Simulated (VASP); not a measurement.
Computed with PBEsol GGA, VASP's PBE PAW potentials (set 64) (plane waves; VASP 6.6.1).

The input files of a VASP run:

KPOINTS:
```
Automatic mesh
0
Gamma
5 5 4
0 0 0
```

POSCAR:
```
HfGa5Co
1
    4.0961700000     0.0000000000     0.0000000000
    0.0000000000     4.0961700000     0.0000000000
    0.0000000000     0.0000000000     6.5239800000
Hf Ga Co
1 5 1
Direct
 -0.0110990000  -0.0117330000  -0.0097300000
 -0.0029140000   0.4913490000   0.3033110000
 -0.0016240000   0.5074840000   0.7023350000
  0.4955660000  -0.0032080000   0.3025270000
  0.5044650000  -0.0000180000   0.6983760000
  0.5086120000   0.5197190000   0.0038750000
  0.0069930000  -0.0035920000   0.4993050000
```

**INCAR**
```
! general
SYSTEM =HfGa5Co
PREC   =Accurate
ENCUT  =300
LREAL  =.FALSE.
LASPH  =.TRUE.

! electronic loop
EDIFF  =1E-6
NELM   =100
ALGO   =Normal
LMAXMIX=6

! smearing
ISMEAR =0
SIGMA  =0.136

! functional
GGA    =PS

! ions
ISIF   =2

! output
LWAVE  =.FALSE.
LCHARG =.FALSE.
```

POTCAR, in this order: Hf_pv Ga_d Co (PBE.64 set). Program: vasp_std.

Unless said otherwise, spin-orbit coupling is left out, though it shifts the bands of the heavy elements here.

**Question.** What does the run give for the energy per atom (σ→0), largest force, band gap (on the k-mesh)?

**Answer.** 
```
Quantity                                                    Result
------------------------  ----------------------------------------
energy per atom (σ→0)                               -5.386 eV/atom
band gap (on the k-mesh)  none (metal, semimetal or under 0.01 eV)
largest force                                           1.072 eV/Å
```

File OSZICAR:
```
...
DAV:  18    -0.377193904342E+02    0.98966E-03   -0.28832E-03  6968   0.802E-01    0.337E-01
DAV:  19    -0.377186102658E+02    0.78017E-03   -0.20274E-03  6776   0.394E-01    0.217E-01
DAV:  20    -0.377186316664E+02   -0.21401E-04   -0.29792E-04  6184   0.151E-01    0.118E-01
DAV:  21    -0.377186340284E+02   -0.23620E-05   -0.66658E-05  6488   0.643E-02    0.892E-02
DAV:  22    -0.377186320290E+02    0.19994E-05   -0.31629E-06  4198   0.501E-02    0.643E-02
DAV:  23    -0.377186303220E+02    0.17069E-05   -0.57314E-06  5472   0.723E-02    0.179E-02
DAV:  24    -0.377186305484E+02   -0.22632E-06   -0.23885E-06  3192   0.214E-02
   1 F= -.37718631E+02 E0= -.37701335E+02  d E =-.345906E-01
```

The structure comes from a computed database's HfGa5Co entry (P4/mmm); how it stands against other phases isn't given here. The cell was not relaxed at this level, atoms are displaced from their ideal sites. The k-mesh is coarse (spacing up to 0.31 per Å, 2π included), so the numbers may not be converged in it. The run is not spin-polarised, so no magnetic state was tried.
